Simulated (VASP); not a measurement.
A run of VASP 6.6.1:

Contents of INCAR:

```
SYSTEM = Si3Bi2Te3
ALGO = Fast
EDIFF = 1E-4
EDIFFG = -0.08
ENCUT = 520
GGA = PE
IBRION = 2
ISIF = 3
ISMEAR = 0
LASPH = .True.
LCHARG = .False.
LREAL = .False.
LWAVE = .False.
NELM = 60
NSW = 24
PREC = Normal
SIGMA = 0.15
```

The input KPOINTS:

```
k-points
0
Gamma
  3 3 2
  0 0 0
```

POSCAR

```
Si3Bi2Te3
1.0
    4.4250469600      0.0000000000      0.0000000000
    0.0000000000      4.4250469600      0.0000000000
    0.0000000000      0.0000000000      9.9969623400
Si Bi Te
3 2 3
Direct
    0.0000000000      0.0000000000      0.5000000000
    0.0000000000      0.0000000000      0.0000000000
    0.5000000000      0.5000000000      0.5000000000
    0.5000000000      0.0000000000      0.7496179900
    0.0000000000      0.5000000000      0.2503820100
    0.0000000000      0.5000000000      0.7525407100
    0.5000000000      0.0000000000      0.2474592900
    0.5000000000      0.5000000000      0.0000000000
```

Potentials or basis: VASP PAW PBE potentials, release 64 (Si, Bi_d, Te).

Run with:

```bash
$ cat potpaw_PBE.64/Si/POTCAR potpaw_PBE.64/Bi_d/POTCAR potpaw_PBE.64/Te/POTCAR > POTCAR
$ mpirun -np 1 vasp_std > vasp.out
```

Hardware: 1 thread of Intel(R) Xeon(R) 6975P-C (Granite Rapids) (shared host).

Question: Estimate the wall time of this run.

Answer: Wall time 2.2 min on 1 thread of Intel(R) Xeon(R) 6975P-C (Granite Rapids), with other jobs on the host, peak memory 0.23 GiB. Counts: scf iterations 108, k points 6, ion steps 15.
